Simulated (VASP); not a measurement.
Calculation: PBE GGA, VASP's PBE PAW potentials (set 64) (plane waves; VASP).

Input for VASP

File KPOINTS:
```
Automatic mesh
0
Gamma
11 11 9
0 0 0
```

### INCAR
```
# general
SYSTEM   =  MoRu
PREC     =  Accurate
ENCUT    =  300
LREAL    =  .False.
LASPH    =  .True.

# electronic loop
EDIFF    =  1E-6
NELM     =  100
ALGO     =  Normal
LMAXMIX  =  4

# smearing
ISMEAR   =  -1
SIGMA    =  0.136

# functional
GGA      =  PE

# ions
ISIF     =  2

# output
LWAVE    =  .False.
LCHARG   =  .False.
```

File POSCAR:
```
MoRu
1
    2.7748700000     0.0000000000     0.0000000000
    0.0000000000     2.7748700000     0.0000000000
    0.0000000000     0.0000000000     3.6370620000
Mo Ru
1 1
Direct
  0.5000000000   0.5000000000   0.5000000000
  0.0000000000   0.0000000000   0.0000000000
```

POTCAR, in this order: Mo_sv Ru_pv (PBE.64 set). Program: vasp_std.

The resulting files:

File OSZICAR:
```
       N       E                     dE             d eps       ncg     rms          rms(c)
DAV:   1     0.196032690294E+03    0.19603E+03   -0.13268E+04  4028   0.111E+03
DAV:   2    -0.163151515044E+02   -0.21235E+03   -0.20831E+03  4152   0.393E+02
DAV:   3    -0.211303975766E+02   -0.48152E+01   -0.46567E+01  4314   0.581E+01
DAV:   4    -0.211899302336E+02   -0.59533E-01   -0.58951E-01  4292   0.550E+00
DAV:   5    -0.211911908664E+02   -0.12606E-02   -0.12604E-02  4532   0.659E-01    0.206E+01
DAV:   6    -0.201363218133E+02    0.10549E+01   -0.24872E+00  4076   0.150E+01    0.621E+00
DAV:   7    -0.200626247569E+02    0.73697E-01   -0.93295E-01  4030   0.779E+00    0.228E+00
DAV:   8    -0.199980661733E+02    0.64559E-01   -0.36766E-01  4180   0.395E+00    0.873E-01
DAV:   9    -0.199919503823E+02    0.61158E-02   -0.13145E-02  4124   0.107E+00    0.203E-01
DAV:  10    -0.199919543871E+02   -0.40047E-05   -0.49874E-04  4640   0.237E-01    0.842E-02
DAV:  11    -0.199919632623E+02   -0.88752E-05   -0.34874E-05  4424   0.482E-02    0.354E-02
DAV:  12    -0.199919643761E+02   -0.11138E-05   -0.18573E-06  3160   0.118E-02    0.584E-03
DAV:  13    -0.199919637243E+02    0.65183E-06   -0.27072E-07  1962   0.491E-03
   1 F= -.19991964E+02 E0= -.19930136E+02  d E =-.123656E+00
```

**OUTCAR**
```
------------------------ aborting loop because EDIFF is reached ----------------------------------------
  FORCE on cell =-STRESS in cart. coord.  units (eV):
  Direction    XX          YY          ZZ          XY          YZ          ZX
  --------------------------------------------------------------------------------------
  Total        2.6066693      2.6066693      4.3120257      0.0000000     -0.0000000      0.0000000
  in kB      149.1284574    149.1284574    246.6924921      0.0000000     -0.0000000      0.0000000
  external PRESSURE =     181.6498023 kB  Pullay stress =       0.0000000 kB
  volume of cell :       28.01
      direct lattice vectors                 reciprocal lattice vectors
     2.774870000  0.000000000  0.000000000     0.360377243  0.000000000  0.000000000
     0.000000000  2.774870000  0.000000000     0.000000000  0.360377243  0.000000000
     0.000000000  0.000000000  3.637062000     0.000000000  0.000000000  0.274947196
 POSITION                                       TOTAL-FORCE (eV/Angst)
 -----------------------------------------------------------------------------------
      1.38743      1.38743      1.81853         0.000000      0.000000      0.000000
      0.00000      0.00000      0.00000         0.000000      0.000000      0.000000
 -----------------------------------------------------------------------------------
    total drift:                                0.000000      0.000000      0.000000
  FREE ENERGIE OF THE ION-ELECTRON SYSTEM (eV)
  ---------------------------------------------------
  free  energy   TOTEN  =       -19.9919637243 eV

  energy  without entropy=      -19.8683076938  energy(sigma->0) =      -19.93013571
```
(Selected blocks of OUTCAR.)

At this cut-off the stress carries a Pulay error, which pulls relaxed volumes low.

The structure was generated: MoRu was put into an ordered model structure, which need not be its known phase. The cell was not relaxed at this level.
